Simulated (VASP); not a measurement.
Wanted: the native input for a VASP 6.6.1 run.

- Task: single point
- Functional: r2SCAN
- Potentials or basis: VASP PAW PBE potentials, release 64 (Ir, C)
- Cutoff: 520 eV
- k mesh: 10 × 10 × 10
- Occupations: fermi-dirac, width 0.05 eV
- Spin: no spin polarisation
- Hubbard terms: Ir d U = 6 eV
- Further INCAR settings: ALGO = Normal; EDIFF = 1e-07

The structure of IrC lies in POSCAR:

```
IrC
1.0
    0.0000000000      2.3104300000      2.3104300000
    2.3104300000      0.0000000000      2.3104300000
    2.3104300000      2.3104300000      0.0000000000
Ir C
1 1
Direct
    0.0000000000      0.0000000000      0.0000000000
    0.7500000000      0.7500000000      0.7500000000
```

The cell was built by a generator and needn't be a form met in nature.

One way to write it, as run:

INCAR

```
SYSTEM = IrC
ALGO = Normal
EDIFF = 1E-7
ENCUT = 520
ISIF = 2
ISMEAR = -1
LASPH = .True.
LCHARG = .True.
LDAU = .True.
LDAUJ = 0 0
LDAUL = 2 -1
LDAUPRINT = 1
LDAUTYPE = 2
LDAUU = 6 0
LELF = .True.
LMAXMIX = 4
LMIXTAU = .True.
LREAL = .False.
LVHAR = .True.
LWAVE = .False.
METAGGA = R2SCAN
NELM = 80
PREC = Accurate
SIGMA = 0.05
```

KPOINTS

```
k-points
0
Gamma
  10 10 10
  0 0 0
```

Potentials or basis: VASP PAW PBE potentials, release 64 (Ir, C).

Run with:

```bash
$ cat potpaw_PBE.64/Ir/POTCAR potpaw_PBE.64/C/POTCAR > POTCAR
$ mpirun -np 1 vasp_std > vasp.out
```

It gave:

The pressure is -19.2 GPa and the band gap on the k mesh is none (metal or under the smearing width).

Caveat: the PAW data sets were made with another functional, which shifts forces and pressure a little; U without spin polarisation on a metal has little footing; the U is typed as a test and isn't derived for this compound.

Run time: 28 s on 1 thread of Intel(R) Xeon(R) 6975P-C (Granite Rapids) (shared host), peak memory 0.15 GiB.
